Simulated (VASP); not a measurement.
An input for Quantum ESPRESSO's pw.x (written as the equivalent of a VASP run, and not itself run):

```
&CONTROL
  calculation = 'vc-relax'
  pseudo_dir = './pseudo'
  outdir = './out'
  tprnfor = .true.
  tstress = .true.
  nstep = 60
  forc_conv_thr = 0.00078
/
&SYSTEM
  ibrav = 0
  nat = 6
  ntyp = 2
  ecutwfc = 82.3
  occupations = 'smearing'
  smearing = 'gaussian'
  degauss = 0.003675
  input_dft = 'pbesol'
/
&ELECTRONS
  conv_thr = 7.3e-08
  electron_maxstep = 100
/
&IONS
/
&CELL
/
ATOMIC_SPECIES
  Te 127.600 Te.upf
  Mo 95.950 Mo.upf
CELL_PARAMETERS angstrom
     3.4979600    0.0000000   -0.0000000
    -1.7489800    3.0293218   -0.0000000
     0.0000000    0.0000000   13.9726078
ATOMIC_POSITIONS crystal
  Te   0.6666670  0.3333330  0.3791552
  Te   0.3333330  0.6666670  0.8791552
  Te   0.3333330  0.6666670  0.6208448
  Te   0.6666670  0.3333330  0.1208448
  Mo   0.6666670  0.3333330  0.7500000
  Mo   0.3333330  0.6666670  0.2500000
K_POINTS automatic
  7 7 2 0 0 0
```

Problem. Translate this input to VASP (INCAR, KPOINTS, POSCAR, choice of POTCAR).

Solution. This is not unique; one that fits is 
**KPOINTS**
```
K-points
0
G
7 7 2
0 0 0
```

### INCAR
```
LWAVE=F
IBRION=2   ! conjugate gradients
ALGO=Normal   ! blocked Davidson
PREC=Accurate
NSW=60   ! most ionic steps
SYSTEM=MoTe2
LREAL=F
LASPH=T   ! aspherical one-centre terms
SIGMA=0.05   ! width (eV)
ENCUT=480   ! plane-wave cut-off (eV)
ISIF=3   ! ions, shape and volume
LMAXMIX=4
EDIFFG=-0.02   ! ionic stop
EDIFF=1E-6
ISMEAR=0   ! Gaussian
NELM=100
LCHARG=F
GGA=PS   ! PBEsol
```

File POSCAR:
```
MoTe2
1
    3.4979599801     0.0000000000    -0.0000000000
   -1.7489799900     3.0293217908    -0.0000000000
    0.0000000000     0.0000000000    13.9726077845
Te Mo
4 2
Direct
  0.6666670000   0.3333330000   0.3791552161
  0.3333330000   0.6666670000   0.8791552161
  0.3333330000   0.6666670000   0.6208447839
  0.6666670000   0.3333330000   0.1208447839
  0.6666670000   0.3333330000   0.7500000000
  0.3333330000   0.6666670000   0.2500000000
```

POTCAR, in this order: Te Mo_sv (PBE.64 set). Program: vasp_std.

What does not carry over: the potentials are each code's own (VASP's PAW set, PseudoDojo norm-conserving files in pw.x), so ENCUT and ecutwfc are chosen apart and not converted; conv_thr bounds pw.x's estimated SCF error, while EDIFF bounds the energy change between steps; forc_conv_thr acts on force components and is met together with etot_conv_thr.

The compound is MoTe2 in the 2H layered structure. This run relaxes it. Symmetry was kept, so distortions that lower it aren't found. The start is the result of an earlier pass.
